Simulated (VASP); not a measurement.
Set up this calculation in VASP 6.6.1, as the native input.

```
Task                   : single point
Functional             : PBE
Potentials or basis    : VASP PAW PBE potentials, release 64 (Ge_d, Te, Be)
Cutoff                 : 520 eV
k mesh                 : 4 × 4 × 4
Occupations            : gaussian, width 0.05 eV
Spin                   : no spin polarisation
Dipole correction      : no
Further INCAR settings : ALGO = Fast; EDIFF = 1e-07; NBANDS = 21
```

The structure of Be3GeTe lies in POSCAR:

```
Be3GeTe
1.0
    4.8349857036      0.0000000000      0.0000000000
    0.0000000000      4.8349857036      0.0000000000
    0.0000000000      0.0000000000      4.8349857036
Ge Te Be
1 1 3
Direct
    0.0000000000      0.0000000000      0.0000000000
    0.5000000000      0.5000000000      0.5000000000
    0.5000000000      0.5000000000      0.0000000000
    0.5000000000      0.0000000000      0.5000000000
    0.0000000000      0.5000000000      0.5000000000
```

The cell comes from a database or a generator and needn't be the stable form of this composition.

One way to write it, as run:

INCAR

```
ALGO     = Fast           # electronic algorithm
EDIFF    = 1E-7           # SCF threshold, eV
ENCUT    = 520            # plane-wave cutoff, eV
GGA      = PE             # functional
ISIF     = 2              # what is computed and relaxed
ISMEAR   = 0              # smearing method
LASPH    = True           # aspherical terms in the spheres
LCHARG   = True           # write CHGCAR
LELF     = True           # ELF
LREAL    = False          # projectors in reciprocal space
LVHAR    = True         
LWAVE    = False          # write WAVECAR
NBANDS   = 21             # bands
NELM     = 100            # most SCF steps
PREC     = Accurate       # precision mode
SIGMA    = 0.05           # smearing width, eV
```

KPOINTS

```
k-points
0
Gamma
  4 4 4
```

Potentials or basis: VASP PAW PBE potentials, release 64 (Ge_d, Te, Be).

The run is started by

```console
$ cat potpaw_PBE.64/Ge_d/POTCAR potpaw_PBE.64/Te/POTCAR potpaw_PBE.64/Be/POTCAR > POTCAR
$ mpirun -np 1 vasp_std > vasp.out
```

Results of the run:

The pressure is -3.8 GPa and the band gap on the k mesh is none (metal or under the smearing width).

It took 16 s on 1 thread of Intel(R) Xeon(R) 6975P-C (Granite Rapids), with other jobs on the host, peak memory 0.21 GiB.
